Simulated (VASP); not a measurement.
Input:

```yaml
crystal:
  lattice:
    - [0.00000, 3.30758, 3.30758]
    - [3.30758, 0.00000, 3.30758]
    - [3.30758, 3.30758, 0.00000]
  atoms:
    - { symbol: Ag, position: [0.00000, 0.00000, 0.00000] }
    - { symbol: I, position: [0.25000, 0.25000, 0.25000] }
```

All values below come from PBE GGA, VASP's PBE PAW potentials (set 64) (plane waves; VASP 6.6.1). Numerical set-up: 400 eV cut-off, Gaussian smearing of 0.050 eV, potentials Ag I.

Unless said otherwise, spin-orbit coupling is left out, though it shifts the bands of the heavy elements here.

Problem. Give the energies of bands 2 to 12 at the high-symmetry points, in eV from the valence-band maximum.

Solution. 
```json
[
 {"band": "2", "Γ": "-3.90", "X": "-4.14", "U": "-3.95", "L": "-3.79", "W": "-3.82"},
 {"band": "3", "Γ": "-3.90", "X": "-3.43", "U": "-3.54", "L": "-3.74", "W": "-3.62"},
 {"band": "4", "Γ": "-3.90", "X": "-3.43", "U": "-3.42", "L": "-3.74", "W": "-3.44"},
 {"band": "5", "Γ": "-2.84", "X": "-2.77", "U": "-2.81", "L": "-2.82", "W": "-2.90"},
 {"band": "6", "Γ": "-2.84", "X": "-2.74", "U": "-2.80", "L": "-2.82", "W": "-2.63"},
 {"band": "7", "Γ": "0.00", "X": "-2.40", "U": "-2.60", "L": "-2.72", "W": "-2.58"},
 {"band": "8", "Γ": "0.00", "X": "-1.61", "U": "-1.81", "L": "-0.65", "W": "-1.91"},
 {"band": "9", "Γ": "0.00", "X": "-1.61", "U": "-1.28", "L": "-0.65", "W": "-1.48"},
 {"band": "10", "Γ": "1.34", "X": "3.77", "U": "3.98", "L": "2.79", "W": "4.62"},
 {"band": "11", "Γ": "5.84", "X": "3.86", "U": "5.00", "L": "6.30", "W": "5.29"},
 {"band": "12", "Γ": "5.84", "X": "8.33", "U": "7.63", "L": "6.30", "W": "6.40"}
]
```

The gap is direct, 1.34 eV, from the valence maximum at Γ to the conduction minimum at Γ.

The compound is AgI in the zinc blende structure, whereas wurtzite is the usual form. It was relaxed first, which changed the volume by +5 %.
